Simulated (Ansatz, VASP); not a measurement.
# Cross-check of Se between VASP and Ansatz, part 2 of 3

Aim: how closely do two programs agree when they are given the same cell, functional and k mesh? Of the first pair: The structure shown is frame 165 of Ansatz's trajectory.

VASP 6.6.1 and Ansatz 0.2.0.

So far: The starting structure; Ansatz: dynamics, PBEsol.

## 3. VASP: single point, PBEsol, pair 1

Level of this step: PBEsol; plane waves and PAW (Se) (VASP).

The same cell, functional, mesh and smearing now go to VASP, with its own data sets.

Lines of VASP's logs that name or quote its potential files are left out, and so is its time.

Input file INCAR:

```
SYSTEM = Se
PREC = Accurate
ENCUT = 400
EDIFF = 1E-06
NELM = 120
ISMEAR = -1
SIGMA = 0.1
LREAL = .FALSE.
ALGO = Normal
GGA = PS
NBANDS = 112
LORBIT = 11
LWAVE = .FALSE.
LCHARG = .FALSE.
ISIF = 2
LASPH = .TRUE.
GGA_COMPAT = .FALSE.
EFERMI = MIDGAP
```

Input file POSCAR:

```
Se
1.0
    9.7079283383      0.0000000000      0.0000000000
    0.0000000000      9.7079283383      0.0000000000
    0.0000000000      0.0000000000      9.7079283383
Se
30
Direct
    0.2969191675      0.3829795473      0.9598228041
    0.0432146783      0.6265914609      0.7217288546
    0.2666785240      0.1647614140      0.3710189110
    0.5917057481      0.5468992781      0.1202155557
    0.3756597569      0.6125870312      0.3514499573
    0.5345664718      0.9918981336      0.6519962632
    0.4464650798      0.2407043932      0.2390943690
    0.4064634454      0.8655052558      0.4442747051
    0.7846602009      0.0797413179      0.0836098055
    0.1957436163      0.8143335761      0.6254365286
    0.8402028441      0.6828038660      0.4871628462
    0.7404015305      0.4055099979      0.9815295981
    0.7632389467      0.5826055573      0.6854023606
    0.2281294137      0.5675360188      0.1710361822
    0.4195138095      0.9839307283      0.8754258070
    0.2299961353      0.3001177902      0.6594332773
    0.0909175438      0.0648996344      0.7244538438
    0.9959184907      0.4781656640      0.4588575281
    0.5404952341      0.0436590225      0.1787415337
    0.0697525751      0.4437728473      0.9487280929
    0.6321528946      0.2018717003      0.8378814425
    0.1352768187      0.1141115758      0.1565727462
    0.5428170477      0.7598090698      0.0285473883
    0.9522249936      0.8473927406      0.8001428038
    0.9599748448      0.2559563599      0.5823712128
    0.3112395245      0.7518506262      0.9697181531
    0.5263724475      0.5836942551      0.6819090304
    0.9620224495      0.2631576904      0.1119894958
    0.5135866094      0.3335144108      0.6406021741
    0.9215791143      0.8540150598      0.0431915014
```

Input file KPOINTS:

```
Automatic mesh
0
Gamma
1 1 1
0 0 0
```

Potentials, in the order of the species: Se (PBE family, release 64).

Launch:

```sh
mpirun -np 4 vasp_gam
```

Numbers of over 12 decimals in the logs are rounded to 6 here.

The program printed:

```text
[banner, memory and clock lines left out]
running    4 mpi-ranks, on    1 nodes
 distrk:  each k-point on    4 cores,    1 groups
 distr:  one band on    1 cores,    4 groups

 POSCAR found type information on POSCAR Se
 POSCAR found :  1 types and      30 ions
|                                                                             |
|               ----> ADVICE to this user running VASP <----                  |
|                                                                             |
|     You have a (more or less) 'large supercell' and for larger cells it     |
|     might be more efficient to use real-space projection operators.         |
|     Therefore, try LREAL= Auto in the INCAR file.                           |
|     Mind: For very accurate calculation, you might also keep the            |
|     reciprocal projection scheme (i.e. LREAL=.FALSE.).                      |
|                                                                             |

|                                                                             |
|               ----> ADVICE to this user running VASP <----                  |
|                                                                             |
|     You enforced a specific xc type in the INCAR file but a different       |
|     [... a line on the potential file left out ...]
|     I HOPE YOU KNOW WHAT YOU ARE DOING!                                     |
|                                                                             |

 LDA part: xc-table for (Slater+PW92), standard interpolation
 POSCAR, INCAR and KPOINTS ok, starting setup
 FFT: planning ... GRIDC
 FFT: planning ... GRID_SOFT
 FFT: planning ... GRID
 WAVECAR not read
 entering main loop
       N       E                     dE             d eps       ncg     rms          rms(c)
DAV:   1     0.142776250883E+04    0.14278E+04   -0.69991E+04   224   0.115E+03
DAV:   2     0.689549790356E+02   -0.13588E+04   -0.13062E+04   304   0.233E+02
DAV:   3    -0.101088680508E+03   -0.17004E+03   -0.16443E+03   264   0.882E+01
DAV:   4    -0.108102536157E+03   -0.70139E+01   -0.69100E+01   304   0.184E+01
DAV:   5    -0.108352392100E+03   -0.24986E+00   -0.24909E+00   320   0.303E+00    0.218E+01
DAV:   6    -0.107419932484E+03    0.93246E+00   -0.92919E-01   304   0.298E+00    0.132E+01
DAV:   7    -0.107204933617E+03    0.21500E+00   -0.11946E+00   272   0.287E+00    0.175E+00
DAV:   8    -0.107177006045E+03    0.27928E-01   -0.18631E-01   264   0.136E+00    0.619E-01
DAV:   9    -0.107174647508E+03    0.23585E-02   -0.35852E-02   272   0.444E-01    0.371E-01
DAV:  10    -0.107174482748E+03    0.16476E-03   -0.63782E-03   264   0.212E-01    0.162E-01
DAV:  11    -0.107174734639E+03   -0.25189E-03   -0.14318E-03   248   0.100E-01    0.658E-02
DAV:  12    -0.107174873667E+03   -0.13903E-03   -0.28063E-04   296   0.429E-02    0.334E-02
DAV:  13    -0.107174947446E+03   -0.73779E-04   -0.68932E-05   248   0.216E-02    0.167E-02
DAV:  14    -0.107174983810E+03   -0.36363E-04   -0.27543E-05   264   0.131E-02    0.743E-03
DAV:  15    -0.107174996317E+03   -0.12507E-04   -0.92536E-06   224   0.717E-03    0.357E-03
DAV:  16    -0.107175000057E+03   -0.37401E-05   -0.27417E-06   224   0.410E-03    0.219E-03
DAV:  17    -0.107175001377E+03   -0.13200E-05   -0.99226E-07   152   0.259E-03    0.845E-04
DAV:  18    -0.107175001605E+03   -0.22767E-06   -0.34516E-07   136   0.136E-03
   1 F= -.10717500E+03 E0= -.10700553E+03  d E =-.338949E+00
```

From OUTCAR (step 3):

```text
ion  position               nearest neighbor table
   1  0.297  0.383  0.960-  20 2.29
   2  0.043  0.627  0.722-  24 2.44  10 2.53  13 2.77
   3  0.267  0.165  0.371-   7 2.29  22 2.49
   4  0.592  0.547  0.120-  23 2.30  12 2.40
   5  0.376  0.613  0.351-  14 2.30   8 2.63
   6  0.535  0.992  0.652-  15 2.44   8 2.67
   7  0.446  0.241  0.239-  19 2.20   3 2.29
   8  0.406  0.866  0.444-   5 2.63   6 2.67  10 2.74
   9  0.785  0.080  0.084-  28 2.49  19 2.57  30 2.59
  10  0.196  0.814  0.625-   2 2.53   8 2.74
  11  0.840  0.683  0.487-  13 2.28  18 2.51
  12  0.740  0.406  0.982-   4 2.40  21 2.64
  13  0.763  0.583  0.685-  11 2.28  27 2.30   2 2.77
  14  0.228  0.568  0.171-   5 2.30  26 2.77
  15  0.420  0.984  0.875-   6 2.44  26 2.65
  16  0.230  0.300  0.659-  17 2.73  25 2.76  29 2.78
  17  0.091  0.065  0.724-  24 2.61  25 2.64  16 2.73
  18  0.996  0.478  0.459-  25 2.49  11 2.51
  19  0.540  0.044  0.179-   7 2.20   9 2.57
  20  0.070  0.444  0.949-   1 2.29  28 2.58
  21  0.632  0.202  0.838-  29 2.57  12 2.64
  22  0.135  0.114  0.157-  28 2.26   3 2.49
  23  0.543  0.760  0.029-   4 2.30  26 2.32
  24  0.952  0.847  0.800-  30 2.38   2 2.44  17 2.61
  25  0.960  0.256  0.582-  18 2.49  17 2.64  16 2.76
  26  0.311  0.752  0.970-  23 2.32  15 2.65  14 2.77
  27  0.526  0.584  0.682-  13 2.30  29 2.46
  28  0.962  0.263  0.112-  22 2.26   9 2.49  20 2.58
  29  0.514  0.334  0.641-  27 2.46  21 2.57  16 2.78
  30  0.922  0.854  0.043-  24 2.38   9 2.59

  LATTYP: Found a simple cubic cell.
 ALAT       =     9.7079283383

 Subroutine GETGRP returns: Found  1 space group operations
 (whereof  1 operations were pure point group operations)

The static configuration has the point symmetry C_1 .

 Found      1 irreducible k-points:

   k-points           NKPTS =      1   k-points in BZ     NKDIM =      1   number of bands    NBANDS=    112

   dimension x,y,z NGX =    64 NGY =   64 NGZ =   64
   dimension x,y,z NGXF=   128 NGYF=  128 NGZF=  128

   ENCUT  =  400.0 eV  29.40 Ry    5.42 a.u.  15.83 15.83 15.83*2*pi/ulx,y,z

   NELECT =     180.0000    total number of electrons

 k-points in reciprocal lattice and weights: Automatic mesh
   0.00000000  0.00000000  0.00000000       1.000

 average (electrostatic) potential at core
       1 -57.0298       2 -57.3990       3 -57.1900       4 -56.7765       5 -56.6776
       6 -56.7765       7 -57.3106       8 -56.8231       9 -57.3199      10 -56.8738
      11 -56.7140      12 -56.6729      13 -57.0150      14 -57.1326      15 -56.9557
      16 -56.7232      17 -57.0236      18 -56.8133      19 -56.9232      20 -57.0163
      21 -56.9154      22 -56.6488      23 -57.0353      24 -57.5013      25 -56.6716
      26 -56.9000      27 -56.9987      28 -57.2901      29 -57.2986      30 -56.8434

 E-fermi :   1.8368

 k-point     1 :       0.0000    0.0000    0.0000
  band No.  band energies     occupation
    ...
     86       1.3054      1.99021
     87       1.3520      1.98443
     88       1.4496      1.95922
     89       1.6019      1.82570
     90       1.6654      1.69492
     91       1.9653      0.43345
     92       2.1293      0.10189
     93       2.3514      0.01158
     94       2.4837      0.00310
     95       2.6452      0.00062
    ...

  Total        6.4132760     -3.6609003     -2.8207014      0.0723477     -2.0115480     -0.1003835
  in kB       11.2308034     -6.4108969     -4.9395571      0.1266938     -3.5225835     -0.1757896
  external PRESSURE =      -0.0398835 kB  Pullay stress =       0.0000000 kB

  energy-cutoff  :      400.00
  volume of cell :      914.91
      direct lattice vectors                 reciprocal lattice vectors
     9.707928338  0.000000000  0.000000000     0.103008589  0.000000000  0.000000000
     0.000000000  9.707928338  0.000000000     0.000000000  0.103008589  0.000000000
     0.000000000  0.000000000  9.707928338     0.000000000  0.000000000  0.103008589

 POSITION                                       TOTAL-FORCE (eV/Angst)
 -----------------------------------------------------------------------------------
      2.88247      3.71794      9.31789        -0.091352      0.241074     -0.335486
      0.41953      6.08290      7.00649         1.021772     -0.559125      0.182218
      2.58890      1.59949      3.60183        -0.960017      0.101333     -0.109198
      5.74424      5.30926      1.16704         0.266516     -0.656483      0.931431
      3.64688      5.94695      3.41185         0.316725      0.113292      0.442281
      5.18953      9.62928      6.32953         0.083613     -0.351360      0.324694
      4.33425      2.33674      2.32111         0.058428      2.340221      0.494178
      3.94592      8.40226      4.31299        -0.922247     -0.490254      0.375247
      7.61743      0.77412      0.81168        -0.050991     -1.347543     -0.159528
      1.90026      7.90549      6.07169         0.824509      0.747292     -0.692704
      8.15663      6.62861      4.72934        -0.036963     -0.154221     -1.368709
      7.18776      3.93666      9.52862        -0.472373      0.018642     -0.965782
      7.40947      5.65589      6.65384        -0.021768     -0.191746      1.132485
      2.21466      5.50960      1.66041         0.247518      0.452003     -0.200497
      4.07261      9.55193      8.49857        -0.299807      0.092234     -0.313560
      2.23279      2.91352      6.40173         0.011456     -0.069104      0.096236
      0.88262      0.63004      7.03295         0.593658     -0.188558     -0.434941
      9.66831      4.64200      4.45456         0.243860      0.492925      0.103939
      5.24709      0.42384      1.73521         0.350713     -2.183941     -0.224050
      0.67715      4.30812      9.21018        -0.523358      0.282684     -0.502814
      6.13689      1.95976      8.13409        -0.049073      0.651358     -0.011348
      1.31326      1.10779      1.52000         0.660612     -0.960257      0.416098
      5.26963      7.37617      0.27714         1.028439     -0.050368     -0.411407
      9.24413      8.22643      7.76773        -0.912691      0.326009      0.445738
      9.31937      2.48481      5.65362         0.552018      0.194236      0.133661
      3.02149      7.29891      9.41395        -0.555501      0.457748     -0.145088
      5.10999      5.66646      6.61992        -0.904062     -0.664036      0.052011
      9.33924      2.55472      1.08719         0.006946      0.730145      0.655315
      4.98586      3.23773      6.21892        -0.149271     -0.139191      0.093175
      8.94662      8.29072      0.41930        -0.317310      0.764990     -0.003595
 -----------------------------------------------------------------------------------
    total drift:                               -0.000259     -0.000659     -0.000363

  FREE ENERGIE OF THE ION-ELECTRON SYSTEM (eV)
  ---------------------------------------------------
  free  energy   TOTEN  =      -107.1750016048 eV

  energy  without entropy=     -106.8360529306  energy(sigma->0) =     -107.00552727

 total charge
# of ion       s       p       d       tot
------------------------------------------
    1        1.517   2.114   0.050   3.682
    2        1.539   2.089   0.070   3.698
    3        1.522   2.145   0.061   3.727
    4        1.514   2.184   0.064   3.763
    5        1.509   2.164   0.049   3.722
    6        1.513   2.126   0.039   3.678
    7        1.505   2.237   0.088   3.829
    8        1.524   2.079   0.038   3.641
    9        1.547   2.084   0.056   3.687
   10        1.546   2.063   0.041   3.651
   11        1.500   2.208   0.053   3.761
   12        1.504   2.183   0.042   3.730
   13        1.523   2.192   0.091   3.806
   14        1.530   2.110   0.061   3.701
   15        1.523   2.091   0.051   3.665
   16        1.535   2.062   0.037   3.634
   17        1.541   2.058   0.049   3.648
   18        1.518   2.117   0.044   3.680
   19        1.512   2.215   0.067   3.793
   20        1.526   2.161   0.066   3.752
   21        1.537   2.068   0.046   3.652
   22        1.507   2.209   0.058   3.774
   23        1.520   2.176   0.083   3.779
   24        1.526   2.134   0.075   3.735
   25        1.520   2.104   0.043   3.667
   26        1.520   2.135   0.057   3.711
   27        1.508   2.170   0.053   3.731
   28        1.536   2.150   0.089   3.775
   29        1.521   2.088   0.047   3.656
   30        1.510   2.153   0.038   3.701
--------------------------------------------------
tot         45.655  64.068   1.705 111.428
```

The run ends at a pressure of 0.00 GPa, with forces up to 2.4 eV/Å.

## 4. Comparison

Known differences besides the potentials themselves: the data sets hold 480 valence electrons in Ansatz (on its PAW soft_1 files) and 180 in VASP; the cutoff is 320 eV in Ansatz and 400 eV in VASP; Ansatz makes its cores anew for this functional, VASP keeps those of its PBE data sets; Ansatz's log warns that its cutoff lies below the recommended one. Total energies have different zeros and are not compared.

Forces on 7 of the 30 atoms, those with the largest forces and the largest differences (eV/Å; atoms numbered as in POSCAR):

| atom | Ansatz x, y, z | VASP x, y, z |
| --- | --- | --- |
| Se2 | 1.019, -0.532, 0.182 | 1.022, -0.559, 0.182 |
| Se7 | 0.050, 2.269, 0.504 | 0.058, 2.340, 0.494 |
| Se9 | -0.046, -1.340, -0.160 | -0.051, -1.348, -0.160 |
| Se10 | 0.818, 0.740, -0.686 | 0.825, 0.747, -0.693 |
| Se11 | -0.041, -0.189, -1.325 | -0.037, -0.154, -1.369 |
| Se19 | 0.331, -2.128, -0.210 | 0.351, -2.184, -0.224 |
| Se22 | 0.635, -0.925, 0.424 | 0.661, -0.960, 0.416 |

The forces differ by 21 meV/Å r.m.s., which is 3.4 % of the r.m.s. force of 0.619 eV/Å (both taken over all components).

## 5. Ansatz: dynamics, PBEsol

One frame of this run of dynamics is then solved in both programs, so the motion causes no difference.

The structure compared here is frame 132 of Ansatz's trajectory.

Input file input.yaml:

```yaml
crystal:
  lattice:
    - [9.7079283383, 0.0, 0.0]
    - [0.0, 9.7079283383, 0.0]
    - [0.0, 0.0, 9.7079283383]
  atoms:
    - { symbol: Se, position: [0.3146116396, 0.3517387019, 0.8441415127] }
    - { symbol: Se, position: [0.1922926498, 0.6902521183, 0.5778755628] }
    - { symbol: Se, position: [0.1213531352, 0.1986202036, 0.3572345699] }
    - { symbol: Se, position: [0.6605293658, 0.4149491666, 0.1846234688] }
    - { symbol: Se, position: [0.3486552117, 0.6386084948, 0.2742769557] }
    - { symbol: Se, position: [0.4795076915, 0.8959653624, 0.7488224957] }
    - { symbol: Se, position: [0.4881868771, 0.2227496588, 0.2058261917] }
    - { symbol: Se, position: [0.423482159, 0.9406662695, 0.4682067691] }
    - { symbol: Se, position: [0.888773338, 0.0384181952, 0.2067661798] }
    - { symbol: Se, position: [0.15542676, 0.9190156421, 0.5310990381] }
    - { symbol: Se, position: [0.8460496991, 0.6428279078, 0.3788541449] }
    - { symbol: Se, position: [0.744057563, 0.3933815602, 0.9578079601] }
    - { symbol: Se, position: [0.763451907, 0.5572053516, 0.6546025892] }
    - { symbol: Se, position: [0.3642250303, 0.643324035, 0.0516971105] }
    - { symbol: Se, position: [0.2661938031, 0.9652257832, 0.9090757164] }
    - { symbol: Se, position: [0.2844700582, 0.4013836848, 0.5893636099] }
    - { symbol: Se, position: [0.0097345359, 0.0450842972, 0.703704289] }
    - { symbol: Se, position: [0.0414065508, 0.5368498735, 0.4082340339] }
    - { symbol: Se, position: [0.5974324617, 1.0358140462, 0.3408072222] }
    - { symbol: Se, position: [0.0950987212, 0.4001564867, -0.1505717608] }
    - { symbol: Se, position: [0.6622299492, 0.1528510737, 0.9028322953] }
    - { symbol: Se, position: [1.2140442872, 0.1398031164, 0.1197737663] }
    - { symbol: Se, position: [0.6494106511, 0.7646156131, 0.0086846545] }
    - { symbol: Se, position: [0.8775008775, 0.8407423577, 0.7175960602] }
    - { symbol: Se, position: [0.942235455, 0.3199551565, 0.5014601786] }
    - { symbol: Se, position: [0.1561650585, 0.7516102866, -0.0847121015] }
    - { symbol: Se, position: [0.5358789828, 0.4596748547, 0.6918386313] }
    - { symbol: Se, position: [1.003746213, 0.2569843045, 0.0477246589] }
    - { symbol: Se, position: [0.5612792125, 0.1986211659, 0.6735210774] }
    - { symbol: Se, position: [0.8786368321, 0.8476109482, 0.0348742728] }
kpoints:
  mp_grid: { grid: [1, 1, 1] }
scf:
  occupations: { method: fermi_dirac, width: 0.1 }
  n_extra_bands: 21
hamiltonian:
  xc: pbesol
  pseudopotentials: { kind: paw, azcp: { folder: soft_1 }, xc_functional: pbe }
output:
  forces: true
basis:
  ecutwfc: 320
md:
  timestep: 2.5
  n_steps: 396
  ensemble: nvt_langevin
  temperature: 660
  seed: 0
```

Launch:

```sh
ansatz run input.yaml --threads 8 --pin off --max-ram 23552MiB --backend cpu --events-out ev --progress --plain --runs-dir out
```

The program printed:

```text
[...]
Crystal: 30 atoms, lattice volume = 914.913 Å³
Basis set: ecut = 320 eV, 11837 PW (Γ), exchange–correlation on 120×120×120 points (8 copies of the dense FFT grid, shifted against one another)
Bands: 261, of which v1, the nominal top of the filled ones, is band 240 counted from 1 (239 counted from 0)
Symmetry: 1 space group operations
k-points: 1
[...]
SCF iter   1: F=—  HF=-162717.494441 eV  |F-HF|=—  |Δ(HF+E_count)|=         —  Δρ=2.28e-2  dr2=6.80e0  ethr=3.10e-3  ⟨swp⟩=5.0  Hψ=928  notcnv=0
[...]
md step     0: t =     0.00 fs  T =     0.0 K  F+E_penalty+E_count = -162716.11797990 eV  E_kin = 0.000000 eV  (11 SCF iters)
[...]
md step    86: t =   215.00 fs  T =   622.6 K  F+E_penalty+E_count = -162717.74387014 eV  E_kin = 2.414175 eV  (6 SCF iters)
[...]
md step    89: t =   222.50 fs  T =   617.7 K  F+E_penalty+E_count = -162717.69174917 eV  E_kin = 2.395247 eV  (6 SCF iters)
[...]
md step    92: t =   230.00 fs  T =   658.1 K  F+E_penalty+E_count = -162717.68624275 eV  E_kin = 2.552031 eV  (6 SCF iters)
[...]
```

(Continued in part 3 of 3.)

[Lines on the potential files, build, host, timing and source positions are cut from VASP's logs without a mark.]

[Logs are printed without paths, hosts, clocks, repeated set-up lines and the standing remarks that a program may print on its own settings, such as how far it seeks lower states.]

[Hosts, paths, dates, database ids (printed as entryN), source tags and the programs' standing remarks are cut or masked in the printed files.]
